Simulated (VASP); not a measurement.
# CdS (Greenockite): GW quasiparticle gap

How does the gap of CdS (Greenockite) change from the starting functional to GW? The cell is of the wurtzite type, one of the forms listed for this formula. The start is a cell from a database of measured crystal structures.

Program: VASP 6.6.1. Level of theory: PBE; plane waves and PAW (Cd_GW, S_GW), in the first sound run; inputs show where later runs differ. Results are calculated unless marked as measured.

The database entry behind the starting cell differs from later determinations by our own check (about 0.35 % long), so it need not match the best structure at ambient conditions.

### Step 1. Starting point

It takes space group P6_3mc (No. 186, hexagonal). The conventional cell has a = 4.150 Å, b = 4.150 Å, c = 6.737 Å, α = 90.00°, β = 90.00°, γ = 120.00°. Cd has 4 S at 2.53 to 2.54 Å nearest. S has 4 Cd at 2.53 to 2.54 Å nearest. Farther neighbours and most contacts between anions are not listed.

### Step 2. Ground state

The orbitals come from a self-consistent PBE run with a tight EDIFF and a narrow smearing. KPOINTS_OPT adds the bands along a path, which shows whether the mesh holds the band edges.

File INCAR:

```
SYSTEM = CdS
PREC = Accurate
ENCUT = 330
EDIFF = 1E-08
NELM = 100
ISMEAR = 0
SIGMA = 0.01
LREAL = .FALSE.
ALGO = Normal
GGA = PE
NBANDS = 24
LORBIT = 11
LWAVE = .TRUE.
LCHARG = .FALSE.
KPAR = 8
```

File POSCAR:

```
CdS
1.0
    4.1500000000      0.0000000000      0.0000000000
   -2.0750000000      3.5940054257      0.0000000000
    0.0000000000      0.0000000000      6.7370000000
Cd S
2 2
Direct
    0.3333333333      0.6666666667      0.0000000000
    0.6666666667      0.3333333333      0.5000000000
    0.3333333333      0.6666666667      0.3750000000
    0.6666666667      0.3333333333      0.8750000000
```

File KPOINTS:

```
Automatic mesh
0
Gamma
6 6 4
0 0 0
```

File KPOINTS_OPT:

```
Line mode
12
Line-mode
Reciprocal
  0.00000000   0.00000000   0.00000000 GAMMA
  0.50000000   0.00000000   0.00000000 M

  0.50000000   0.00000000   0.00000000 M
  0.33333333   0.33333333   0.00000000 K

  0.33333333   0.33333333   0.00000000 K
  0.00000000   0.00000000   0.00000000 GAMMA

  0.00000000   0.00000000   0.00000000 GAMMA
  0.00000000   0.00000000   0.50000000 A

  0.00000000   0.00000000   0.50000000 A
  0.50000000   0.00000000   0.50000000 L

  0.50000000   0.00000000   0.50000000 L
  0.33333333   0.33333333   0.50000000 H

  0.33333333   0.33333333   0.50000000 H
  0.00000000   0.00000000   0.50000000 A

  0.50000000   0.00000000   0.50000000 L
  0.50000000   0.00000000   0.00000000 M

  0.33333333   0.33333333   0.00000000 K
  0.33333333   0.33333333   0.50000000 H
```

Potentials, in the order of the species: Cd_GW and S_GW (PBE family, release 64).

Launch:

```console
$ mpirun -np 8 vasp_std
```

The log of the run:

```text
[banner, memory and clock lines left out]
running    8 mpi-ranks, on    1 nodes
 distrk:  each k-point on    1 cores,    8 groups
 distr:  one band on    1 cores,    1 groups

 POSCAR found type information on POSCAR CdS
 POSCAR found :  2 types and       4 ions
|                                                                             |
|           W    W    AA    RRRRR   N    N  II  N    N   GGGG   !!!           |
|           W    W   A  A   R    R  NN   N  II  NN   N  G    G  !!!           |
|           W    W  A    A  R    R  N N  N  II  N N  N  G       !!!           |
|           W WW W  AAAAAA  RRRRR   N  N N  II  N  N N  G  GGG   !            |
|           WW  WW  A    A  R   R   N   NN  II  N   NN  G    G                |
|           W    W  A    A  R    R  N    N  II  N    N   GGGG   !!!           |
|                                                                             |
|     For optimal performance we recommend to set                             |
|       NCORE = 2 up to number-of-cores-per-socket                            |
|     NCORE specifies how many cores store one orbital (NPAR=cpu/NCORE).      |
|     This setting can greatly improve the performance of VASP for DFT.       |
|     The default, NCORE=1 might be grossly inefficient on modern             |
|     multi-core architectures or massively parallel machines. Do your        |
|     Unfortunately you need to use the default for GW and RPA                |
|     calculations (for HF NCORE is supported but not extensively tested      |
|     yet).                                                                   |
|                                                                             |

 LDA part: xc-table for (Slater+PW92), standard interpolation
 POSCAR, INCAR and KPOINTS ok, starting setup
 FFT: planning ... GRIDC
 FFT: planning ... GRID_SOFT
 FFT: planning ... GRID
 WAVECAR not read
 entering main loop
       N       E                     dE             d eps       ncg     rms          rms(c)
DAV:   1     0.195426787044E+03    0.19543E+03   -0.13753E+04  1048   0.986E+02
DAV:   2    -0.188497171898E+01   -0.19731E+03   -0.19267E+03  1520   0.346E+02
DAV:   3    -0.128040848588E+02   -0.10919E+02   -0.10852E+02  1488   0.746E+01
DAV:   4    -0.134340639327E+02   -0.62998E+00   -0.62960E+00  1744   0.185E+01
DAV:   5    -0.134513425423E+02   -0.17279E-01   -0.17277E-01  1584   0.281E+00    0.993E+00
DAV:   6    -0.123644972990E+02    0.10868E+01   -0.20492E+00  1288   0.149E+01    0.800E+00
DAV:   7    -0.123475742059E+02    0.16923E-01   -0.10647E+00  1400   0.599E+00    0.266E+00
DAV:   8    -0.123399684282E+02    0.76058E-02   -0.11047E-01  1376   0.296E+00    0.667E-01
DAV:   9    -0.123386161676E+02    0.13523E-02   -0.18870E-02  1328   0.161E+00    0.102E-01
DAV:  10    -0.123386686491E+02   -0.52482E-04   -0.17397E-03  1552   0.458E-01    0.399E-02
DAV:  11    -0.123388119344E+02   -0.14329E-03   -0.35882E-04  1448   0.134E-01    0.116E-02
DAV:  12    -0.123388098737E+02    0.20607E-05   -0.42274E-05  1632   0.567E-02    0.571E-03
DAV:  13    -0.123388105931E+02   -0.71947E-06   -0.80652E-06  1312   0.280E-02    0.173E-03
DAV:  14    -0.123388105003E+02    0.92871E-07   -0.10312E-06  1712   0.625E-03    0.764E-04
DAV:  15    -0.123388104878E+02    0.12484E-07   -0.99668E-08  1488   0.264E-03    0.151E-04
DAV:  16    -0.123388104718E+02    0.15952E-07   -0.15112E-08  1016   0.103E-03    0.184E-04
DAV:  17    -0.123388104647E+02    0.71291E-08   -0.33292E-09   912   0.764E-04
   1 F= -.12338810E+02 E0= -.12338810E+02  d E =-.570292E-37
 Start KPOINTS_OPT (optional k-point list driver)
k-point batch [1-21\108]
       N       E                     dE             ncg
DAV:   1     0.151107327994E+04   -0.11765E+05     1080
DAV:   2    -0.241411321759E+04   -0.39252E+04     1440
DAV:   3    -0.263721255287E+04   -0.22310E+03     1592
DAV:   4    -0.264691288171E+04   -0.97003E+01     1680
DAV:   5    -0.264740529728E+04   -0.49242E+00     1648
DAV:   6    -0.264744001786E+04   -0.34721E-01     1824
DAV:   7    -0.264744096042E+04   -0.94256E-03     1608
DAV:   8    -0.264744105187E+04   -0.91447E-04     1856
DAV:   9    -0.264744105458E+04   -0.27074E-05     1632
DAV:  10    -0.264744105485E+04   -0.27190E-06     1336
DAV:  11    -0.264744105487E+04   -0.22512E-07     1080
DAV:  12    -0.264744105487E+04   -0.69440E-09     1016
[...]
k-point batch [106-108\108]
       N       E                     dE             ncg
DAV:   1     0.164864585611E+05   -0.26381E+04      144
DAV:   2     0.159077072031E+05   -0.57875E+03      208
DAV:   3     0.158758611202E+05   -0.31846E+02      216
DAV:   4     0.158741857432E+05   -0.16754E+01      232
DAV:   5     0.158741086427E+05   -0.77100E-01      248
DAV:   6     0.158741056299E+05   -0.30128E-02      248
DAV:   7     0.158741055683E+05   -0.61662E-04      224
DAV:   8     0.158741055650E+05   -0.32767E-05      248
DAV:   9     0.158741055649E+05   -0.55592E-07      240
DAV:  10     0.158741055649E+05   -0.25175E-08      136
 writing wavefunctions
```

Run time: 13 s. Hardware: 8 MPI ranks of Intel Xeon 6975P-C (Granite Rapids), shared host; peak memory 1.7 GiB.

Lines that name or quote the potential files are left out of all logs, and their timing lines are given in words.

OUTCAR, selected parts (step 2):

```text
ion  position               nearest neighbor table
   1  0.333  0.667  0.000-   3 2.53   4 2.54   4 2.54   4 2.54
   2  0.667  0.333  0.500-   4 2.53   3 2.54   3 2.54   3 2.54
   3  0.333  0.667  0.375-   1 2.53   2 2.54   2 2.54   2 2.54
   4  0.667  0.333  0.875-   2 2.53   1 2.54   1 2.54   1 2.54

  LATTYP: Found a hexagonal cell.
 ALAT       =     4.1500000000
 C/A-ratio  =     1.6233734940

 Subroutine GETGRP returns: Found 12 space group operations
 (whereof  6 operations were pure point group operations)

The static configuration has the point symmetry C_3v.
 The point group associated with its full space group is C_6v.

 Found     21 irreducible k-points:

   k-points           NKPTS =     21   k-points in BZ     NKDIM =     21   number of bands    NBANDS=     24

   dimension x,y,z NGX =    28 NGY =   28 NGZ =   40
   dimension x,y,z NGXF=    56 NGYF=   56 NGZF=   80

   ENCUT  =  330.0 eV  24.25 Ry    4.92 a.u.   6.15  6.15  9.98*2*pi/ulx,y,z

   NELECT =      36.0000    total number of electrons

 k-points in reciprocal lattice and weights: Automatic mesh
   0.00000000  0.00000000  0.00000000       0.007
   0.16666667 -0.00000000  0.00000000       0.042
   0.33333333  0.00000000  0.00000000       0.042
   0.50000000 -0.00000000  0.00000000       0.021
   0.16666667  0.16666667  0.00000000       0.042
   0.33333333  0.16666667  0.00000000       0.083
   0.33333333  0.33333333  0.00000000       0.014
   0.00000000  0.00000000  0.25000000       0.014
   0.16666667 -0.00000000  0.25000000       0.083
[...]
0.33333333  0.16666667  0.50000000       0.083
   0.33333333  0.33333333  0.50000000       0.014

 average (electrostatic) potential at core
       1 -68.6940       2 -68.6940       3 -91.2087       4 -91.2087

 E-fermi :   2.6150

 k-point     1 :       0.0000    0.0000    0.0000
  band No.  band energies     occupation
    ...
     14       1.7718      2.00000
     15       1.7718      2.00000
     16       2.4846      2.00000
     17       2.5277      2.00000
     18       2.5277      2.00000
     19       3.7162      0.00000
     20       5.3120      0.00000
     21       8.9894      0.00000
     22       8.9894      0.00000
     23       9.3158      0.00000
    ...

 k-point     2 :       0.1667   -0.0000    0.0000
  band No.  band energies     occupation
    ...
     14       0.8233      2.00000
     15       1.3394      2.00000
     16       1.4626      2.00000
     17       2.2843      2.00000
     18       2.3466      2.00000
     19       4.8540      0.00000
     20       6.1625      0.00000
     21       8.2783      0.00000
     22       9.3343      0.00000
     23       9.3410      0.00000
    ...

 k-point     3 :       0.3333    0.0000    0.0000
  band No.  band energies     occupation
    ...
     14      -0.3915      2.00000
     15       0.0315      2.00000
     16       0.9255      2.00000
     17       1.7135      2.00000
     18       1.9812      2.00000
     19       5.9389      0.00000
     20       6.5251      0.00000
     21       7.8889      0.00000
     22       8.7248      0.00000
     23       9.5769      0.00000
    ...

  Total        0.9081483      0.9081483      1.3014860      0.0000000      0.0000000      0.0000000
  in kB       14.4801804     14.4801804     20.7518456      0.0000000      0.0000000      0.0000000
  external PRESSURE =      16.5707355 kB  Pullay stress =       0.0000000 kB

  energy-cutoff  :      330.00
  volume of cell :      100.48
      direct lattice vectors                 reciprocal lattice vectors
     4.150000000  0.000000000  0.000000000     0.240963855  0.139120547  0.000000000
    -2.075000000  3.594005426  0.000000000     0.000000000  0.278241094  0.000000000
     0.000000000  0.000000000  6.737000000     0.000000000  0.000000000  0.148434021

 POSITION                                       TOTAL-FORCE (eV/Angst)
 -----------------------------------------------------------------------------------
     -0.00000      2.39600      0.00000        -0.000000     -0.000000     -0.067494
      2.07500      1.19800      3.36850         0.000000      0.000000     -0.067494
     -0.00000      2.39600      2.52637         0.000000     -0.000000      0.067494
      2.07500      1.19800      5.89487        -0.000000      0.000000      0.067494
 -----------------------------------------------------------------------------------
    total drift:                                0.000000      0.000001     -0.000155

  FREE ENERGIE OF THE ION-ELECTRON SYSTEM (eV)
  ---------------------------------------------------
  free  energy   TOTEN  =       -12.3388104647 eV

  energy  without entropy=      -12.3388104647  energy(sigma->0) =      -12.33881046

 total charge
# of ion       s       p       d       f       tot
--------------------------------------------------
    1        0.491   0.414   9.711   0.023  10.639
    2        0.491   0.414   9.711   0.023  10.639
    3        1.312   2.366   0.023   0.000   3.702
    4        1.312   2.366   0.023   0.000   3.702
--------------------------------------------------
tot          3.606   5.561  19.468   0.047  28.681

[... 3 further parts left out ...]
```

Numbers from this step:

* free energy (TOTEN): -12.34 eV
* Fermi energy: 2.615 eV
* pressure: 1.657 GPa
* least gap on mesh and path: 1.189 eV
* least direct gap on mesh and path: 1.189 eV

The highest empty bands on the path are converged less tightly, to about 0.1 eV. The electronic bands at the labelled points (eV, zero at the valence-band top; v1 is the highest filled band, c1 the lowest empty one):

| point | v4 | v3 | v2 | v1 | c1 | c2 | c3 | c4 |
| --- | --- | --- | --- | --- | --- | --- | --- | --- |
| Γ | -0.76 | -0.04 | 0.00 | 0.00 | 1.19 | 2.78 | 6.46 | 6.46 |
| 0.45 of the way | -1.72 | -1.27 | -0.42 | -0.31 | 2.80 | 3.94 | 5.53 | 6.50 |
| M | -2.61 | -1.85 | -1.28 | -0.73 | 3.70 | 3.88 | 5.11 | 6.37 |
| 0.45 of the way | -2.63 | -2.13 | -1.40 | -1.12 | 4.22 | 4.57 | 4.97 | 6.40 |
| K | -3.04 | -1.83 | -1.83 | -1.59 | 4.66 | 5.06 | 5.06 | 7.14 |
| 0.45 of the way | -2.49 | -1.80 | -0.76 | -0.71 | 3.59 | 4.64 | 5.59 | 5.64 |
| Γ | -0.76 | -0.04 | 0.00 | 0.00 | 1.19 | 2.78 | 6.46 | 6.46 |
| 0.45 of the way | -0.67 | -0.67 | -0.10 | -0.10 | 1.97 | 2.85 | 6.36 | 6.52 |
| A | -0.39 | -0.39 | -0.39 | -0.39 | 2.83 | 2.83 | 6.17 | 6.17 |
| 0.55 of the way | -1.34 | -1.34 | -0.94 | -0.94 | 3.80 | 3.80 | 5.42 | 5.42 |
| L | -1.32 | -1.32 | -1.31 | -1.31 | 3.48 | 3.48 | 5.39 | 5.39 |
| 0.45 of the way | -1.86 | -1.86 | -1.16 | -1.16 | 3.94 | 3.94 | 5.66 | 5.66 |
| H | -2.38 | -2.38 | -1.10 | -1.10 | 4.38 | 4.38 | 6.09 | 6.09 |
| 0.45 of the way | -1.41 | -1.41 | -1.22 | -1.22 | 4.17 | 4.17 | 5.47 | 5.47 |
| A | -0.39 | -0.39 | -0.39 | -0.39 | 2.83 | 2.83 | 6.17 | 6.17 |
| jump to L | -1.32 | -1.32 | -1.31 | -1.31 | 3.48 | 3.48 | 5.39 | 5.39 |
| 0.55 of the way | -2.19 | -1.72 | -1.11 | -0.88 | 3.35 | 3.91 | 5.53 | 5.71 |
| M | -2.61 | -1.85 | -1.28 | -0.73 | 3.70 | 3.88 | 5.11 | 6.37 |
| jump to K | -3.04 | -1.83 | -1.83 | -1.59 | 4.66 | 5.06 | 5.06 | 7.14 |
| 0.45 of the way | -2.88 | -1.80 | -1.51 | -1.51 | 4.81 | 4.81 | 5.02 | 6.79 |
| H | -2.38 | -2.38 | -1.10 | -1.10 | 4.38 | 4.38 | 6.09 | 6.09 |

Of the projections kept (Cd, S), the largest for each band there; the rest of the weight can lie on other orbitals:

| point | v4 | v3 | v2 | v1 | c1 | c2 | c3 | c4 |
| --- | --- | --- | --- | --- | --- | --- | --- | --- |
| Γ | S 0.75 | S 0.77 | S 0.77 | S 0.77 | Cd 0.57 | Cd 0.69 | Cd 0.76 | Cd 0.76 |
| M | S 0.67 | S 0.75 | S 0.71 | S 0.75 | Cd 0.56 | Cd 0.72 | Cd 0.51 | S 0.59 |
| K | S 0.71 | S 0.70 | S 0.70 | S 0.70 | Cd 0.68 | Cd 0.50 | Cd 0.50 | S 0.72 |
| Γ | S 0.75 | S 0.77 | S 0.77 | S 0.77 | Cd 0.57 | Cd 0.69 | Cd 0.76 | Cd 0.76 |
| A | S 0.76 | S 0.76 | S 0.76 | S 0.76 | Cd 0.54 | Cd 0.54 | Cd 0.50 | Cd 0.50 |
| L | S 0.74 | S 0.74 | S 0.73 | S 0.73 | Cd 0.67 | Cd 0.67 | Cd 0.64 | Cd 0.64 |

The cell has a gap of 1.19 eV on mesh and path. Spin-orbit coupling is left out, which can shift or reorder these edges. Forces of up to 0.067 eV/Å remain in these settings.

### Step 3. Empty bands

The next step needs empty bands that the ground-state run didn't converge, so the Hamiltonian is diagonalised exactly for NBANDS bands, in a single step. LOPTICS writes the k-derivatives of the orbitals (WAVEDER), which give the long-wavelength limit of the screening.

File INCAR:

```
SYSTEM = CdS
PREC = Accurate
ENCUT = 330
ISMEAR = 0
SIGMA = 0.01
LREAL = .FALSE.
GGA = PE
NBANDS = 232
ALGO = Exact
NELM = 1
LWAVE = .TRUE.
LCHARG = .FALSE.
LOPTICS = .TRUE.
NEDOS = 1000
CSHIFT = 0.1
```

POSCAR is that of step 2.

KPOINTS is that of step 2.

Launch:

```console
$ mpirun -np 8 vasp_std
```

The log of the run:

```text
[banner, memory and clock lines left out]
running    8 mpi-ranks, on    1 nodes
 distrk:  each k-point on    8 cores,    1 groups
 distr:  one band on    1 cores,    8 groups

 POSCAR found type information on POSCAR CdS
 POSCAR found :  2 types and       4 ions
 [... a notice as in an earlier step ...]

 LDA part: xc-table for (Slater+PW92), standard interpolation
 found WAVECAR, reading the header
  number of bands has changed, file:    24 present:   232
  trying to continue reading WAVECAR, but it might fail
 POSCAR, INCAR and KPOINTS ok, starting setup
 FFT: planning ... GRIDC
 FFT: planning ... GRID_SOFT
 FFT: planning ... GRID
 reading WAVECAR
 random initialization beyond band           24
 the WAVECAR file was read successfully
 initial charge from wavefunction
 entering main loop
       N       E                     dE             d eps       ncg     rms          rms(c)
DIA:   1    -0.123388104577E+02   -0.12339E+02    0.00000E+00     0   0.000E+00
   1 F= -.12338810E+02 E0= -.12338810E+02  d E =-.192014E-40
 writing wavefunctions
 optical routines
 imaginary and real dielectric function
 recalculating local potential from charge density
 direction            1
 direction            2
 direction            3
```

Run time: 13 s. Hardware: 8 MPI ranks; peak memory 2.1 GiB; 98 s of CPU time.

Parts of OUTCAR (step 3):

```text
 Found     21 irreducible k-points:

   k-points           NKPTS =     21   k-points in BZ     NKDIM =     21   number of bands    NBANDS=    232

   NELECT =      36.0000    total number of electrons

 E-fermi :   2.6195

 k-point     3 :       0.3333    0.0000    0.0000
  band No.  band energies     occupation
    ...
     14      -0.3916      2.00000
     15       0.0315      2.00000
     16       0.9255      2.00000
     17       1.7135      2.00000
     18       1.9812      2.00000
     19       5.9389      0.00000
     20       6.5251      0.00000
     21       7.8889      0.00000
     22       8.7248      0.00000
     23       9.5769      0.00000
    ...

 k-point     5 :       0.1667    0.1667    0.0000
  band No.  band energies     occupation
    ...
     14       0.1183      2.00000
     15       0.1713      2.00000
     16       0.8905      2.00000
     17       1.8786      2.00000
     18       1.9180      2.00000
     19       5.9086      0.00000
     20       7.0330      0.00000
     21       8.0830      0.00000
     22       8.3289      0.00000
     23       9.6207      0.00000
    ...

  Total        0.9080828      0.9080828      1.3014480      0.0000000      0.0000000     -0.0000000
  in kB       14.4791371     14.4791371     20.7512389      0.0000000      0.0000000     -0.0000000
  external PRESSURE =      16.5698377 kB  Pullay stress =       0.0000000 kB

 POSITION                                       TOTAL-FORCE (eV/Angst)
 -----------------------------------------------------------------------------------
     -0.00000      2.39600      0.00000        -0.000000      0.000000     -0.067517
      2.07500      1.19800      3.36850         0.000000     -0.000000     -0.067517
     -0.00000      2.39600      2.52637         0.000000     -0.000000      0.067517
      2.07500      1.19800      5.89487        -0.000000      0.000000      0.067517
 -----------------------------------------------------------------------------------
    total drift:                                0.000000      0.000001     -0.000271

  FREE ENERGIE OF THE ION-ELECTRON SYSTEM (eV)
  ---------------------------------------------------
  free  energy   TOTEN  =       -12.3388104577 eV

  energy  without entropy=      -12.3388104577  energy(sigma->0) =      -12.33881046

 plasma frequency squared (from intraband transitions) (eV^2)
  --------------------------------------------------------------------------------------
       0.000      -0.000       0.000
       0.000       0.000      -0.000
       0.000       0.000       0.000

[... 13 parts as in an earlier step ...]
```

The gap is read on the k-mesh alone, so it is an upper bound where the band edges lie off the mesh.

This step gave:

| Property | Result |
| --- | --- |
| gap on the k-mesh | 1.189 eV |
| least direct gap on the k-mesh | 1.189 eV |

WAVECAR now holds 232 bands for 36 electrons. Its independent-particle dielectric tensor has xx, yy, zz = 7.0, 7.0, 7.0 on this mesh, which isn't tested for convergence in mesh or bands and lacks local fields.

(Continued in part 2 of 3.)

[Lines on the potential files, build, host, timing and source positions are cut from VASP's logs without a mark.]

[Logs are printed without paths, hosts, clocks, repeated set-up lines and the standing remarks that a program may print on its own settings, such as how far it seeks lower states.]

[Hosts, paths, dates, database ids (printed as entryN), source tags and the programs' standing remarks are cut or masked in the printed files.]

[Pressures printed for these runs are not shown converged in the cutoff: they can be off by several GPa and have the wrong sign.]
